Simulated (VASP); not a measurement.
Data:

```xyz
2
Lattice="0.0000 3.2924 3.2924 3.2924 0.0000 3.2924 3.2924 3.2924 0.0000" Properties=species:S:1:pos:R:3 pbc="T T T"
Rb     3.2924     3.2924     6.5848
Cl     3.2924     3.2924     3.2924
```

Computed with PBE GGA with D3 dispersion (Becke-Johnson damping), VASP's PBE PAW potentials (set 64) (plane waves; VASP 6.6.1). Settings: 520 eV cut-off, Gaussian smearing of 0.050 eV, potentials Rb_sv Cl.

Question: Give the energies of bands 6 to 11 at the high-symmetry points, in eV from the valence-band maximum.

Answer: 
```
band     Γ      X      U      L      W
----  ----  -----  -----  -----  -----
6     0.00  -0.32  -0.40  -0.86  -0.44
7     0.00  -0.10  -0.28  -0.34  -0.24
8     0.00  -0.10  -0.22  -0.34  -0.24
9     4.99   6.21   6.95   7.75   7.67
10    7.99   8.06   8.71   7.97   7.67
11    7.99   9.71   9.05  10.15   9.35
```

The gap is direct, 4.99 eV, from the valence maximum at Γ to the conduction minimum at Γ.

Measured: gap 8.50 eV (computed value off by -3.51 eV), as given by Aguado et al., (1998), arXiv:cond-mat/9809176.

The compound is RbCl in the rock salt structure. It was relaxed first.
